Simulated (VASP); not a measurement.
CdO (rock salt), at 1.04 of the tabulated volume:

```xyz
2
Lattice="0.0000 2.3809 2.3809 2.3809 0.0000 2.3809 2.3809 2.3809 0.0000" Properties=species:S:1:pos:R:3 pbc="T T T"
Cd     0.0000     0.0000     0.0000
O      2.3809     2.3809     2.3809
```

The lowest empty band near Γ, direction [111], from mBJ (TB09) with spin-orbit coupling in VASP (PAW); its two spin partners are averaged. The gap over the points computed is 1.32 eV, and the next band on that side lies 15.65 eV away at the edge.

Run with 520 eV cut-off, 11×11×11 Γ-centred mesh, Gaussian smearing of 0.050 eV, potentials Cd O.

| distance from the edge in k (1/Å) | distance in energy (meV) |
|---|---|
| 0.018 | 5.3 |
| 0.025 | 10.2 |
| 0.035 | 19.9 |
| 0.050 | 40.3 |
| 0.070 | 77.9 |

Question: Fit E(1 + αE) = ħ²k²/2m* (ħ²/2m0 = 3.810 eV Å²) and predict the row at 0.095 1/Å.

Answer: Least squares on the energies gives the electron mass m* = 0.233 m0 and α = 0.38 per eV, and so 140.2 meV. The run gave 140.5 meV, +0.3 meV from the fit.

Left out are points under 3 meV from the edge, since the levels carry 0.1 meV, and points farther than half the way to the next band.

The compound is CdO in the rock salt structure. The cell was not relaxed at this level.
